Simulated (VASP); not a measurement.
A run of VASP 6.6.1:

File INCAR:

```
PREC = Accurate
ENCUT = 520
EDIFF = 1E-6
ISMEAR = 1
SIGMA = 0.3
LREAL = F
LASPH = T
NELM = 100
ALGO = Fast
ISIF = 2
LWAVE = F
LCHARG = F
NBANDS = 16
```

KPOINTS

```
Automatic mesh
0
Gamma
  6 6 6
```

POSCAR

```
LiPb
1.0
    3.4575310566      0.0000000000      0.0000000000
    0.0000000000      3.4575310566      0.0000000000
    0.0000000000      0.0000000000      3.4575310566
Li Pb
1 1
Direct
    0.5000000000      0.5000000000      0.5000000000
    0.0000000000      0.0000000000      0.0000000000
```

Potentials or basis: VASP PAW LDA potentials, release 64 (Li_sv, Pb_d).

Run with:

```console
$ cat potpaw_LDA.64/Li_sv/POTCAR potpaw_LDA.64/Pb_d/POTCAR > POTCAR
$ mpirun -np 1 vasp_std > vasp.out
```

Hardware: 1 thread of Intel(R) Xeon(R) Platinum 8488C (Sapphire Rapids), with other jobs on the host.

Problem. How long does it take, and how much memory?

Solution. Wall time 12 s on 1 thread of Intel(R) Xeon(R) Platinum 8488C (Sapphire Rapids), with other jobs on the host, peak memory 0.14 GiB. Counts: scf iterations 15, k points 20.
